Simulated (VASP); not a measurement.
Method: optB88-vdW, VASP's PBE PAW potentials (set 64) (plane waves; VASP).

Input for VASP

### POSCAR
```
SrCl2
1.0
  0.0000000000   3.4604136042   3.4604136042
  3.4604136042   0.0000000000   3.4604136042
  3.4604136042   3.4604136042   0.0000000000
Sr Cl
1 2
direct
  1.0000000000   0.0000000000   1.0000000000
  0.2500000000   0.2500000000   0.2500000000
  0.7500000000   0.7500000000   0.7500000000
```

INCAR:
```
AGGAC = 0.0
ALGO = Normal
EDIFF = 1E-6
EDIFFG = -0.02
ENCUT = 520
GGA = BO
IBRION = 2
ISIF = 3
ISMEAR = 0
LASPH = .TRUE.
LCHARG = .FALSE.
LMAXMIX = 4
LREAL = .FALSE.
LUSE_VDW = .TRUE.
LWAVE = .FALSE.
NELM = 100
NSW = 60
PARAM1 = 0.1833333333
PARAM2 = 0.22
PREC = Accurate
SIGMA = 0.05
SYSTEM = SrCl2
```

### KPOINTS
```
Automatic mesh
0
Gamma
5 5 5
0 0 0
```

POTCAR, in this order: Sr_sv Cl (PBE.64 set). Program: vasp_std.

What VASP printed:

OUTCAR:
```
 ion  position               nearest neighbor table
   1  0.000  0.000  0.000-   2 3.00   3 3.00   3 3.00   3 3.00   3 3.00   2 3.00   2 3.00   2 3.00
  LATTYP: Found a face centered cubic cell.
 ALAT       =     6.9208272084
 Subroutine PRICEL returns:
 Original cell was already a primitive cell.
 Subroutine GETGRP returns: Found 48 space group operations
The static configuration has the point symmetry O_h .
The dynamic configuration has the point symmetry O_h .
 Subroutine INISYM returns: Found 48 space group operations
 Subroutine IBZKPT returns following result:
 Found     10 irreducible k-points:

 Following reciprocal coordinates:
            Coordinates               Weight
  0.000000  0.000000  0.000000      1.000000
  0.200000  0.000000  0.000000      8.000000
  0.400000  0.000000  0.000000      8.000000
  0.200000  0.200000  0.000000      6.000000
  0.400000  0.200000  0.000000     24.000000
 -0.400000  0.200000  0.000000     24.000000
 -0.200000  0.200000  0.000000     12.000000
  0.400000  0.400000  0.000000      6.000000
 -0.400000  0.400000  0.000000     12.000000
 -0.400000  0.400000  0.200000     24.000000
...
```

### OSZICAR
```
       N       E                     dE             d eps       ncg     rms          rms(c)
DAV:   1     0.162681744369E+03    0.16268E+03   -0.11814E+04   320   0.136E+03
DAV:   2     0.181209450835E+01   -0.16087E+03   -0.15487E+03   424   0.252E+02
DAV:   3    -0.754478732987E+01   -0.93569E+01   -0.93494E+01   448   0.653E+01
DAV:   4    -0.782061990284E+01   -0.27583E+00   -0.27574E+00   560   0.865E+00
DAV:   5    -0.782492344520E+01   -0.43035E-02   -0.43035E-02   456   0.837E-01    0.143E+01
DAV:   6    -0.746539472629E+01    0.35953E+00   -0.92627E-01   392   0.536E+00    0.932E+00
DAV:   7    -0.745106781563E+01    0.14327E-01   -0.49779E-01   456   0.414E+00    0.217E+00
DAV:   8    -0.744667323089E+01    0.43946E-02   -0.72514E-02   408   0.157E+00    0.334E-01
DAV:   9    -0.744692088843E+01   -0.24766E-03   -0.24820E-03   464   0.314E-01    0.130E-01
DAV:  10    -0.744715332119E+01   -0.23243E-03   -0.35226E-04   392   0.160E-01    0.185E-02
DAV:  11    -0.744716156756E+01   -0.82464E-05   -0.34201E-05   536   0.386E-02    0.250E-02
DAV:  12    -0.744716200387E+01   -0.43631E-06   -0.23948E-06   376   0.994E-03
   1 F= -.74471620E+01 E0= -.74471620E+01  d E =-.744716E+01
       N       E                     dE             d eps       ncg     rms          rms(c)
DAV:   1    -0.752138377819E+01   -0.74222E-01   -0.16025E+00   432   0.903E+00    0.190E+00
DAV:   2    -0.746331615880E+01    0.58068E-01   -0.14736E-01   376   0.249E+00    0.647E-01
DAV:   3    -0.745162210197E+01    0.11694E-01   -0.33152E-02   544   0.112E+00    0.577E-01
DAV:   4    -0.745156107334E+01    0.61029E-04   -0.34297E-03   576   0.323E-01    0.366E-01
DAV:   5    -0.745182873308E+01   -0.26766E-03   -0.14472E-03   520   0.195E-01    0.378E-02
DAV:   6    -0.745181522720E+01    0.13506E-04   -0.59566E-05   464   0.564E-02    0.182E-02
DAV:   7    -0.745181638656E+01   -0.11594E-05   -0.61541E-06   488   0.201E-02    0.645E-03
DAV:   8    -0.745181622293E+01    0.16363E-06   -0.64998E-07   264   0.571E-03
   2 F= -.74518162E+01 E0= -.74518162E+01  d E =-.465422E-02
```

OUTCAR:
```
------------------------ aborting loop because EDIFF is reached ----------------------------------------
  FORCE on cell =-STRESS in cart. coord.  units (eV):
  Direction    XX          YY          ZZ          XY          YZ          ZX
  --------------------------------------------------------------------------------------
  Total       -0.0206231     -0.0206231     -0.0206231      0.0000000      0.0000000     -0.0000000
  in kB       -0.3900209     -0.3900209     -0.3900209      0.0000000      0.0000000     -0.0000000
  external PRESSURE =      -0.3900209 kB  Pullay stress =       0.0000000 kB
  volume of cell :       84.72
      direct lattice vectors                 reciprocal lattice vectors
    -0.000000000  3.485902202  3.485902202    -0.143434890  0.143434890  0.143434890
     3.485902202  0.000000000  3.485902202     0.143434890 -0.143434890  0.143434890
     3.485902202  3.485902202  0.000000000     0.143434890  0.143434890 -0.143434890
 POSITION                                       TOTAL-FORCE (eV/Angst)
 -----------------------------------------------------------------------------------
     -0.00000      3.48590      3.48590         0.000000     -0.000000      0.000000
      1.74295      1.74295      1.74295        -0.000000     -0.000000      0.000000
      5.22885      5.22885      5.22885         0.000000      0.000000     -0.000000
 -----------------------------------------------------------------------------------
    total drift:                               -0.000000     -0.000000      0.000000
  FREE ENERGIE OF THE ION-ELECTRON SYSTEM (eV)
  ---------------------------------------------------
  free  energy   TOTEN  =        -7.4518162229 eV

  energy  without entropy=       -7.4518162229  energy(sigma->0) =       -7.45181622

 reached required accuracy - stopping structural energy minimisation
```
(Selected blocks of OUTCAR.)

**CONTCAR**
```
SrCl2
   1.00000000000000
    -0.0000000000000000    3.4859022016883472    3.4859022016883472
     3.4859022016883472    0.0000000000000000    3.4859022016883472
     3.4859022016883472    3.4859022016883472    0.0000000000000000
  Sr              Cl
     1     2
Direct
     1.0000000000000000    0.0000000000000000    0.0000000000000000
     0.2500000000000000    0.2500000000000000    0.2500000000000000
     0.7500000000000000    0.7500000000000000    0.7500000000000000
```

Energy and stress use the plane-wave basis of the starting cell.

The compound is SrCl2 in the fluorite structure. This run relaxes it. Symmetry was kept, so distortions that lower it aren't found. The start is the result of an earlier pass.
